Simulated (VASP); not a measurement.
# LaS: single point with LDA

LaS:

```
La S
1.0
     0.00000    2.88409    2.88409
     2.88409    0.00000    2.88409
     2.88409    2.88409    0.00000
La S
1 1
Direct
  0.00000 0.00000 0.00000
  0.50000 0.50000 0.50000
```

The cell isn't the ideal one: relaxed again under DFT LDA, scalar-relativistic, plane waves, PAW.

| Item | Value |
| --- | --- |
| Program | VASP 6.6.1 |
| Task | single point |
| Functional | LDA |
| Potentials or basis | VASP PAW LDA potentials, release 64 (La, S) |
| Cutoff | 520 eV |
| k mesh | 12 × 12 × 12 |
| Occupations | gaussian, width 0.1 eV |
| Spin | no spin polarisation |
| Dipole correction | no |
| Further INCAR settings | ALGO = Fast; EDIFF = 1e-06; NBANDS = 16 |

```yaml
Pressure: -0.1 GPa
Band_gap_on_the_k_mesh: none (metal or under the smearing width)
```

Levels at points of the mesh, in eV from the Fermi level:
| k point | band 4 | band 5 | band 6 | band 7 | band 8 | band 9 | band 10 | band 11 | band 12 | band 13 |
| --- | --- | --- | --- | --- | --- | --- | --- | --- | --- | --- |
| (0.00, 0.00, 0.00) | -16.27 | -13.82 | -3.18 | -3.18 | -3.18 | 0.19 | 0.19 | 0.19 | 1.23 | 1.23 |
| (0.50, 0.00, 0.00) | -16.34 | -12.05 | -5.81 | -4.77 | -4.77 | 1.17 | 1.56 | 1.56 | 1.94 | 1.94 |
| (0.50, 0.50, 0.00) | -16.60 | -13.73 | -3.46 | -3.17 | -3.17 | -1.97 | 1.76 | 1.77 | 1.90 | 1.90 |

It took 88 s on 1 thread of Intel(R) Xeon(R) Platinum 8559C (Emerald Rapids), on a shared host, peak memory 0.2 GiB.

The run has no spin-orbit coupling, so splittings on La are missing.
